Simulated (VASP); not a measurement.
The system is Si3C.

```
Si C
1.0
     4.91480    0.00000    0.00000
    -2.45740    4.25634    0.00000
     0.00000    0.00000    2.43311
Si C
3 1
Direct
  0.50000 0.00000 0.50000
  0.00000 0.50000 0.50000
  0.50000 0.50000 0.50000
  0.00000 0.00000 0.50000
```

The cell was built by a generator and needn't be a form met in nature.

* Program: VASP 6.6.1
* Task: relaxation of cell and atoms
* Functional: PBE
* Dispersion: TS-HI
* Potentials or basis: VASP PAW PBE potentials, release 64 (Si, C)
* Cutoff: 600 eV
* k mesh: 5 × 5 × 8
* Occupations: fermi-dirac, width 0.05 eV
* Spin: no spin polarisation

At the start: pressure -5.6 GPa; volume 12.72 Å³/atom.

Where does the relaxation end?

Over 11 steps the energy falls by 14.6 meV/atom and the volume is 12.17 Å³/atom (-4.4 %); space group P6/mmm (No. 191, to 0.05 Å).

Step by step:
```tsv
step	energy change (eV)	largest force (eV/Å)	pressure (GPa)	volume (Å³)
1	0.0000	0.0000	-5.60	50.90
2	-0.0473	0.0000	3.07	47.68
3	-0.0581	0.0000	0.26	48.57
4	-0.0581	0.0000	0.39	48.52
5	-0.0583	0.0000	0.03	48.66
6	-0.0584	0.0000	0.17	48.60
7	-0.0584	0.0000	0.16	48.61
8	-0.0584	0.0000	0.16	48.61
9	-0.0585	0.0000	-0.07	48.69
10	-0.0585	0.0000	-0.06	48.68
11	-0.0585	0.0000	-0.01	48.66
```

Final structure:
```
Si C
1.0
     4.80701    0.00000    0.00000
    -2.40350    4.16299    0.00000
     0.00000    0.00000    2.43172
Si C
3 1
Direct
  0.50000 0.00000 0.50000
  0.00000 0.50000 0.50000
  0.50000 0.50000 0.50000
  0.00000 0.00000 0.50000
```

Caveat: pairwise dispersion overbinds metals, which lowers pressure and volume.
